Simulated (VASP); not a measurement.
```
CELL_PARAMETERS angstrom
      0.00000     2.35531     2.35531
      2.35531     0.00000     2.35531
      2.35531     2.35531     0.00000
ATOMIC_POSITIONS crystal
  Li 0.25000 0.25000 0.25000
  Li 0.75000 0.75000 0.75000
  O  0.00000 0.00000 0.00000
```

Calculation: PW91 GGA, VASP's PBE PAW potentials (set 64) (plane waves; VASP). Settings: 520 eV cut-off, 8×8×8 Γ-centred mesh, Gaussian smearing of 0.050 eV, potentials Li_sv O.

### Question
The job: Li2O (antifluorite), 3 atoms, PW91, static run, 520 eV, 8×8×8 Γ-centred mesh. Roughly how much core time does it take on a busy server core?

### Answer
About 8 core-seconds (one run on a shared machine, a rough figure). It had 29 irreducible k-points, 10 bands, up to 725 plane waves and 14 electronic steps.

The compound is Li2O in the antifluorite structure. This cell is one point of a volume scan, at 1.06 of the reference volume.
